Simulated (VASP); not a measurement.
OSZICAR of a VASP run on Ni$_{3}$Fe (L1_2):

File OSZICAR:
```
       N       E                     dE             d eps       ncg     rms          rms(c)
DAV:   1     0.210496706394E+03    0.21050E+03   -0.17050E+04  3832   0.202E+03
DAV:   2    -0.454818683337E+02   -0.25598E+03   -0.24582E+03  3656   0.361E+02
DAV:   3    -0.593735653111E+02   -0.13892E+02   -0.13254E+02  3754   0.118E+02
DAV:   4    -0.595537727578E+02   -0.18021E+00   -0.17994E+00  3888   0.141E+01
DAV:   5    -0.595597398880E+02   -0.59671E-02   -0.59665E-02  5212   0.201E+00    0.224E+01
DAV:   6    -0.533640115802E+02    0.61957E+01   -0.53929E+01  3920   0.131E+02    0.316E+01
DAV:   7    -0.540556711795E+02   -0.69166E+00   -0.24557E+01  4296   0.124E+02    0.251E+01
DAV:   8    -0.504001542317E+02    0.36555E+01   -0.12150E+01  4552   0.606E+01    0.642E+00
DAV:   9    -0.507085084401E+02   -0.30835E+00   -0.10534E+00  4088   0.127E+01    0.331E+00
DAV:  10    -0.507001096883E+02    0.83988E-02   -0.15716E-01  4916   0.853E+00    0.187E+00
DAV:  11    -0.506939617897E+02    0.61479E-02   -0.71565E-02  4654   0.401E+00    0.114E+00
DAV:  12    -0.506958658945E+02   -0.19041E-02   -0.11316E-02  4220   0.170E+00    0.400E-01
DAV:  13    -0.506965280793E+02   -0.66218E-03   -0.13523E-03  4568   0.492E-01    0.123E-01
DAV:  14    -0.506965712521E+02   -0.43173E-04   -0.25857E-04  4542   0.265E-01    0.976E-02
DAV:  15    -0.506965833325E+02   -0.12080E-04   -0.45304E-05  4216   0.135E-01    0.457E-02
DAV:  16    -0.506965935751E+02   -0.10243E-04   -0.26389E-05  5334   0.115E-01    0.205E-02
DAV:  17    -0.506965931817E+02    0.39340E-06   -0.75005E-06  4572   0.779E-02    0.827E-03
DAV:  18    -0.506965946496E+02   -0.14678E-05   -0.10471E-06  3932   0.168E-02    0.566E-03
DAV:  19    -0.506965947370E+02   -0.87458E-07   -0.18181E-07  2394   0.108E-02
   1 F= -.50696595E+02 E0= -.50696319E+02  d E =-.827981E-03  mag=     5.2384
```

Q: Which electronic solver shows in the log?

A: It is blocked Davidson (ALGO = Normal, or the opening steps of other solvers). The INCAR had ALGO = Normal.

Q: How was spin treated?

A: Collinear spin (ISPIN = 2): the summary line carries one mag value, 5.24 μB in the cell.

Q: Can the final energy be trusted as converged?

A: The calculation finished and met its thresholds. It stopped with EDIFF = 1E-7, NELM = 100 (r2SCAN meta-GGA, plane waves, VASP's PBE PAW potentials (set 64)).

The compound is Ni3Fe in the L1_2 structure. It was relaxed first.
